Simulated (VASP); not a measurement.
Consider the following.

```xyz
8
Lattice="2.9854 -4.2243 0.0000 2.9854 4.2243 0.0000 0.0000 0.0000 2.9917" Properties=species:S:1:pos:R:3 pbc="T T T"
Mg     2.9854     0.0000     0.0000
Mg     4.4780    -2.1122     1.4959
Mg     4.4780     2.1122     1.4959
Zn     5.9707     0.0000     0.0000
O      2.9854     2.0883     2.9917
O      2.9854    -2.0883     2.9917
O      4.4473     0.0000     1.4959
O      1.5234     0.0000     1.4959
```

Method: PBEsol GGA, VASP's PBE PAW potentials (set 64) (plane waves; VASP). Run with 520 eV cut-off, 5×5×8 Γ-centred mesh, tetrahedra with Blöchl corrections, potentials Mg Zn O.

Tabulate the total density of states (states/eV per cell) against energy (eV; zero at the valence-band maximum or, without a gap, the Fermi level).

```
E (eV) | DOS (states/eV)
    -9.96 |  0.00
    -9.24 |  0.00
    -8.52 |  0.00
    -7.92 |  0.00
    -7.20 |  0.00
    -6.48 |  0.00
    -5.76 | # 0.18
    -5.04 | ########################## 7.34
    -4.44 | ############################## 8.63
    -3.72 | ################## 5.12
    -3.00 | ############# 3.80
    -2.28 | ################## 5.09
    -1.56 | ########################### 7.83
    -0.96 | ############################# 8.45
    -0.24 | ##################### 5.92
     0.48 |  0.00
     1.20 |  0.00
     1.80 |  0.00
     2.52 |  0.00
     3.24 |  0.00
     3.96 |  0.07
     4.68 | # 0.22
     5.28 | ## 0.47
     6.00 | ### 0.88
     6.72 | #### 1.15
```
Within 2 eV below the valence-band maximum the largest weight inside VASP's projection spheres is O p.

The structure comes from a computed database's Mg3ZnO4 entry (Cmmm); how it stands against other phases isn't given here. It was relaxed first.
